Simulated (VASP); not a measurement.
All values below come from PBE GGA with spin-orbit coupling, VASP's PBE PAW potentials (set 64) (plane waves; VASP).

Input for VASP

KPOINTS:
```
Regular mesh
0
Gamma
7 7 7
0 0 0
```

### KPOINTS_OPT
```
k-points along high-symmetry lines
8
Line-mode
Reciprocal
  0.000000   0.000000   0.000000 ! GAMMA
 -0.500000  -0.500000   0.000000 ! X

 -0.500000  -0.500000   0.000000 ! X
 -0.375000  -0.375000   0.250000 ! U

 -0.375000   0.000000   0.375000 ! K
  0.000000   0.000000   0.000000 ! GAMMA

  0.000000   0.000000   0.000000 ! GAMMA
  0.000000   0.000000   0.500000 ! L

  0.000000   0.000000   0.500000 ! L
 -0.500000  -0.250000   0.250000 ! W

 -0.500000  -0.250000   0.250000 ! W
 -0.500000  -0.500000   0.000000 ! X
```

POSCAR:
```
GaAs
1
    0.0000000000     2.8708749040     2.8708749040
    2.8708749040     0.0000000000     2.8708749040
    2.8708749040     2.8708749040     0.0000000000
Ga As
1 1
Direct
  0.0000000000   0.0000000000   0.0000000000
  0.2500000000   0.2500000000   0.2500000000
```

**INCAR**
```
LWAVE=.FALSE.
SYSTEM=GaAs
MAGMOM=6*0
ALGO=Normal   ! blocked Davidson
LCHARG=.FALSE.
NELM=100
LMAXMIX=4
LASPH=.TRUE.
EDIFF=1E-6
LSORBIT=.TRUE.
GGA=PE
ISMEAR=0
SIGMA=0.05
LREAL=.FALSE.   ! projection in real space or not
GGA_COMPAT=.FALSE.
ENCUT=400   ! plane-wave cut-off (eV)
PREC=Accurate
```

POTCAR, in this order: Ga_d As (PBE.64 set). Program: vasp_ncl.

What does the run give for the energy per atom (σ→0), band gap (over mesh and band path)?

| Quantity | Value |
|---|---|
| energy per atom (σ→0) | -4.141 eV/atom |
| band gap (over mesh and band path) | 0.07 eV |

OSZICAR:
```
...
DAV:   9    -0.828159904882E+01   -0.13849E-03   -0.24489E-03  1916   0.110E+00    0.732E-02
DAV:  10    -0.828166989417E+01   -0.70845E-04   -0.30756E-04  1768   0.174E-01    0.325E-02
DAV:  11    -0.828173425410E+01   -0.64360E-04   -0.92638E-05  1746   0.125E-01    0.121E-02
DAV:  12    -0.828174479001E+01   -0.10536E-04   -0.31740E-05  1690   0.609E-02    0.383E-03
DAV:  13    -0.828174490184E+01   -0.11182E-06   -0.16169E-06  1718   0.123E-02
   1 F= -.82817449E+01 E0= -.82816744E+01  d E =-.141098E-03  mag=    -0.0000     0.0000     0.0000
       N       E                     dE             ncg
       N       E                     dE             ncg
```

The compound is GaAs in the zinc blende structure. It was relaxed first.
